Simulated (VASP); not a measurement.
The system is Sc3Te.

```
CELL_PARAMETERS angstrom
0.00000 3.56950 3.56950
3.56950 0.00000 3.56950
3.56950 3.56950 0.00000
ATOMIC_POSITIONS crystal
Sc 0.25000 0.25000 0.25000
Sc 0.75000 0.75000 0.75000
Sc 0.50000 0.50000 0.50000
Te 0.00000 0.00000 0.00000
```

The cell was built by a generator and needn't be a form met in nature.

Program: VASP 6.6.1. Alike in all runs: task single point; potentials or basis VASP PAW PBE potentials, release 64 (Sc_sv, Te); no spin polarisation; cell as given; k mesh 5 × 5 × 5; cutoff (eV) 520; smearing fermi-dirac 0.05 eV.

**Question.** Order these runs on this cell by their pressure, lowest first.
A. level PBE+U; U Sc d U = 6 eV
B. level PBE
C. level PBE+U; U Sc d U = 5 eV
D. level PBE+U; U Sc d U = 2 eV
E. level PBE+U; U Sc d U = 3 eV

**Answer.** B (-0.1 GPa), D (4.0 GPa), E (6.1 GPa), C (10.1 GPa), A (12.3 GPa).

Caveats: U without spin polarisation on a metal has little footing (some runs); the U is typed as a test and isn't derived for this compound (some runs).

Not every run made on this cell is shown here.
